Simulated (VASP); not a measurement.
Here is the system:

```yaml
crystal:
  lattice:
    - [0.00000, 2.59571, 2.63465]
    - [2.63465, 0.00000, 2.63465]
    - [2.63465, 2.59571, 0.00000]
  atoms:
    - { symbol: Mg, position: [0.00000, 0.00000, 0.00000] }
    - { symbol: S, position: [0.50000, 0.50000, 0.50000] }
```

Level of theory: r2SCAN meta-GGA, VASP's PBE PAW potentials (set 64) (plane waves; VASP). Numerical set-up: 480 eV cut-off, 8×8×8 Γ-centred mesh, Gaussian smearing of 0.050 eV, potentials Mg S.

Question: Give the stress tensor in GPa (positive for a compressed cell).

Answer: 
```
-2.65   0.00   0.00
 0.00  -1.25   0.00
 0.00   0.00  -2.65
```
The pressure is its mean diagonal, -2.18 GPa.

The compound is MgS in the rock salt structure. This cell was strained or had an atom moved on purpose.
